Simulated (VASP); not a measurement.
Output of a VASP run:

**OUTCAR**
```
 ion  position               nearest neighbor table
   1  0.333  0.667  0.250-   2 3.51   2 3.51   2 3.51   2 3.51   2 3.51   2 3.51
   2  0.667  0.333  0.750-   1 3.51   1 3.51   1 3.51   1 3.51   1 3.51   1 3.51
  LATTYP: Found a hexagonal cell.
 ALAT       =     3.6676532481
 C/A-ratio  =     1.5264172998
 Subroutine PRICEL returns:
 Original cell was already a primitive cell.
 Subroutine GETGRP returns: Found 24 space group operations
The static configuration has the point symmetry D_3d.
 The point group associated with its full space group is D_6h.
The dynamic configuration has the point symmetry D_3d.
 Subroutine INISYM returns: Found 24 space group operations
 Subroutine IBZKPT returns following result:
 Found     56 irreducible k-points:

 Following reciprocal coordinates:
            Coordinates               Weight
  0.000000  0.000000  0.000000      1.000000
  0.100000  0.000000  0.000000      6.000000
  0.200000  0.000000  0.000000      6.000000
  0.300000 -0.000000  0.000000      6.000000
  0.400000 -0.000000  0.000000      6.000000
  0.500000 -0.000000  0.000000      3.000000
  0.100000  0.100000  0.000000      6.000000
  0.200000  0.100000  0.000000     12.000000
  0.300000  0.100000  0.000000     12.000000
  0.400000  0.100000  0.000000     12.000000
  0.200000  0.200000  0.000000      6.000000
  0.300000  0.200000  0.000000     12.000000
  0.400000  0.200000  0.000000      6.000000
  0.300000  0.300000  0.000000      6.000000
  0.000000  0.000000  0.166667      2.000000
  0.100000  0.000000  0.166667     12.000000
  0.200000  0.000000  0.166667     12.000000
  0.300000 -0.000000  0.166667     12.000000
  0.400000 -0.000000  0.166667     12.000000
  0.500000 -0.000000  0.166667      6.000000
  0.100000  0.100000  0.166667     12.000000
  0.200000  0.100000  0.166667     24.000000
  0.300000  0.100000  0.166667     24.000000
  0.400000  0.100000  0.166667     24.000000
  0.200000  0.200000  0.166667     12.000000
  0.300000  0.200000  0.166667     24.000000
  0.400000  0.200000  0.166667     12.000000
  0.300000  0.300000  0.166667     12.000000
  0.000000  0.000000  0.333333      2.000000
  0.100000  0.000000  0.333333     12.000000
  0.200000  0.000000  0.333333     12.000000
  0.300000 -0.000000  0.333333     12.000000
  0.400000 -0.000000  0.333333     12.000000
  0.500000 -0.000000  0.333333      6.000000
  0.100000  0.100000  0.333333     12.000000
  0.200000  0.100000  0.333333     24.000000
  0.300000  0.100000  0.333333     24.000000
  0.400000  0.100000  0.333333     24.000000
  0.200000  0.200000  0.333333     12.000000
  0.300000  0.200000  0.333333     24.000000
   k-points           NKPTS =     56   k-points in BZ     NKDIM =     56   number of bands    NBANDS=     13
   number of dos      NEDOS =    301   number of ions     NIONS =      2
   total plane-waves  NPLWV =  23040
   dimension x,y,z NGX =    24 NGY =   24 NGZ =   40
   dimension x,y,z NGXF=    48 NGYF=   48 NGZF=   80
   ions per type =               2
   PREC   = accura    normal or accurate (medium, high low for compatibility)
   ISTART =      0    job   : 0-new  1-cont  2-samecut
   ICHARG =      2    charge: 1-file 2-atom 10-const
   ISPIN  =      1    spin polarized calculation?
   LNONCOLLINEAR =      F non collinear calculations
   LSORBIT =      F    spin-orbit coupling
   INIWAV =      1    electr: 0-lowe 1-rand  2-diag
   ENCUT  =  400.0 eV  29.40 Ry    5.42 a.u.   5.98  5.98  9.13*2*pi/ulx,y,z
   NELM   =    100;   NELMIN=  2; NELMDL= -5     # of ELM steps
   EDIFF  = 0.1E-05   stopping-criterion for ELM
   LREAL  =      F    real-space projection
   NLSPLINE    = F    spline interpolate recip. space projectors
   LMAXMIX     =    6 max onsite mixed and CHGCAR
   VOSKOWN=      0    Vosko Wilk Nusair interpolation
   EDIFFG = -.1E-01   stopping-criterion for IOM
   NSW    =     60    number of steps for IOM
...
```

File OSZICAR:
```
...
DAV:   1    -0.167246525265E+02   -0.16725E+02   -0.81681E+03  1456   0.106E+03
DAV:   2    -0.627471858905E+02   -0.46023E+02   -0.44957E+02  1571   0.237E+02
DAV:   3    -0.648469802525E+02   -0.20998E+01   -0.19435E+01  1983   0.297E+01
DAV:   4    -0.648954522686E+02   -0.48472E-01   -0.48338E-01  1788   0.462E+00
DAV:   5    -0.648968118320E+02   -0.13596E-02   -0.13593E-02  2161   0.600E-01    0.280E+01
DAV:   6    -0.627588926247E+02    0.21379E+01   -0.38572E-01  1486   0.656E+00    0.153E+01
DAV:   7    -0.612449762850E+02    0.15139E+01   -0.57676E-01  1696   0.726E+00    0.157E+00
DAV:   8    -0.625229219468E+02   -0.12779E+01   -0.54914E-01  1586   0.640E+00    0.338E+00
DAV:   9    -0.625475379423E+02   -0.24616E-01   -0.28229E-02  1581   0.152E+00    0.141E+00
DAV:  10    -0.624190666967E+02    0.12847E+00   -0.15748E-02  1486   0.140E+00    0.157E+00
DAV:  11    -0.624215101820E+02   -0.24435E-02   -0.23653E-03  1726   0.577E-01    0.117E+00
DAV:  12    -0.624391279285E+02   -0.17618E-01   -0.82100E-02  1456   0.309E+00    0.477E-01
DAV:  13    -0.624370085149E+02    0.21194E-02   -0.11746E-03  1739   0.324E-01    0.592E-01
DAV:  14    -0.624412966596E+02   -0.42881E-02   -0.15438E-03  1496   0.345E-01    0.347E-01
DAV:  15    -0.624413347583E+02   -0.38099E-04   -0.27924E-05  2016   0.524E-02    0.329E-01
DAV:  16    -0.624410306820E+02    0.30408E-03   -0.35896E-05  1516   0.639E-02    0.342E-01
DAV:  17    -0.624425521080E+02   -0.15214E-02   -0.11151E-03  1486   0.342E-01    0.339E-01
DAV:  18    -0.624425191644E+02    0.32944E-04   -0.78633E-05  1656   0.819E-02    0.380E-01
DAV:  19    -0.624424489058E+02    0.70259E-04   -0.12656E-05  1586   0.357E-02    0.385E-01
DAV:  20    -0.624424440949E+02    0.48109E-05   -0.47096E-04  1551   0.183E-01    0.250E-01
DAV:  21    -0.624424572945E+02   -0.13200E-04   -0.13671E-04  1496   0.967E-02    0.130E-01
DAV:  22    -0.624424535333E+02    0.37612E-05   -0.18510E-05  1546   0.408E-02    0.110E-01
DAV:  23    -0.624424507074E+02    0.28258E-05   -0.61041E-06  1501   0.219E-02    0.555E-02
DAV:  24    -0.624424490070E+02    0.17005E-05   -0.18901E-05  1481   0.375E-02    0.297E-02
DAV:  25    -0.624424456266E+02    0.33803E-05   -0.18633E-06  1496   0.126E-02    0.963E-03
DAV:  26    -0.624424429840E+02    0.26427E-05   -0.42357E-07   778   0.725E-03    0.723E-03
DAV:  27    -0.624424437161E+02   -0.73217E-06   -0.77841E-08   788   0.273E-03
   1 F= -.62442444E+02 E0= -.62442900E+02  d E =-.624424E+02
       N       E                     dE             d eps       ncg     rms          rms(c)
DAV:   1    -0.624429900290E+02   -0.54705E-03   -0.11178E-02  1456   0.870E-01    0.139E-01
DAV:   2    -0.624426577402E+02    0.33229E-03   -0.89781E-04  1476   0.265E-01    0.615E-02
DAV:   3    -0.624424976522E+02    0.16009E-03   -0.32590E-04  1581   0.142E-01    0.262E-02
DAV:   4    -0.624424892140E+02    0.84382E-05   -0.45132E-05  1659   0.579E-02    0.172E-02
DAV:   5    -0.624424830523E+02    0.61617E-05   -0.86610E-06  1481   0.271E-02    0.743E-03
DAV:   6    -0.624424877014E+02   -0.46490E-05   -0.49149E-06  1486   0.227E-02    0.308E-03
DAV:   7    -0.624424830780E+02    0.46233E-05   -0.12081E-06   801   0.122E-02    0.146E-03
DAV:   8    -0.624424877253E+02   -0.46473E-05   -0.53702E-07   743   0.786E-03    0.487E-04
DAV:   9    -0.624424864645E+02    0.12608E-05   -0.58846E-08   743   0.204E-03    0.189E-04
DAV:  10    -0.624424864420E+02    0.22559E-07   -0.66934E-09   743   0.478E-04
   2 F= -.62442486E+02 E0= -.62442963E+02  d E =-.427259E-04
```

**OUTCAR**
```
------------------------ aborting loop because EDIFF is reached ----------------------------------------
  FORCE on cell =-STRESS in cart. coord.  units (eV):
  Direction    XX          YY          ZZ          XY          YZ          ZX
  --------------------------------------------------------------------------------------
  Total       -0.0106823     -0.0106823     -0.0109217      0.0000000      0.0000000     -0.0000000
  in kB       -0.2616469     -0.2616468     -0.2675098      0.0000000      0.0000000     -0.0000000
  external PRESSURE =      -0.2636012 kB  Pullay stress =       0.0000000 kB
  volume of cell :       65.41
      direct lattice vectors                 reciprocal lattice vectors
     1.835692288 -3.179511828  0.000000000     0.272376805 -0.157256845 -0.000000000
     1.835692288  3.179511828  0.000000000     0.272376805  0.157256845 -0.000000000
     0.000000000  0.000000000  5.603652888     0.000000000  0.000000000  0.178455022
 POSITION                                       TOTAL-FORCE (eV/Angst)
 -----------------------------------------------------------------------------------
      1.83569      1.05984      1.40091         0.000000     -0.000000      0.000000
      1.83569     -1.05984      4.20274        -0.000000      0.000000      0.000000
 -----------------------------------------------------------------------------------
    total drift:                               -0.000005      0.000114     -0.000010
  FREE ENERGIE OF THE ION-ELECTRON SYSTEM (eV)
  ---------------------------------------------------
  free  energy   TOTEN  =       -62.4424864420 eV

  energy  without entropy=      -62.4439164767  energy(sigma->0) =      -62.44296312

 reached required accuracy - stopping structural energy minimisation
```
(Selected blocks of OUTCAR.)

**POSCAR**
```
Tb
1
    1.8338268315    -3.1762807653    -0.0000000000
    1.8338268315     3.1762807653    -0.0000000000
   -0.0000000000    -0.0000000000     5.5983693674
Tb
2
Direct
  0.3333330000   0.6666670000   0.2500000000
  0.6666670000   0.3333330000   0.7500000000
```

Question: Reconstruct the remaining input files.

Answer: Several could match; the one computed here: the input of the run itself, r2SCAN meta-GGA, plane waves, VASP's PBE PAW potentials (set 64).

**INCAR**
```
# general
SYSTEM  = Tb
PREC    = Accurate
ENCUT   = 400
LREAL   = .FALSE.
LASPH   = .TRUE.

# electronic loop
EDIFF   = 1E-6
NELM    = 100
ALGO    = Normal
LMAXMIX = 6
LMIXTAU = .TRUE.

# smearing
ISMEAR  = 1
SIGMA   = 0.1

# functional
METAGGA = R2SCAN

# ions
IBRION  = 2
NSW     = 60
ISIF    = 3
EDIFFG  = -0.01

# output
LWAVE   = .FALSE.
LCHARG  = .FALSE.
```

### KPOINTS
```
Automatic mesh
0
Gamma
10 10 6
0 0 0
```

POTCAR, in this order: Tb_3 (PBE.64 set). Program: vasp_std.

The 4f electrons are frozen in the core of the lanthanide potential, so 4f levels, which can set the real gap, and their magnetism are missing.

The compound is Tb in the hcp structure. This run relaxes it. Symmetry was kept, so distortions that lower it aren't found. The start is the result of an earlier pass.
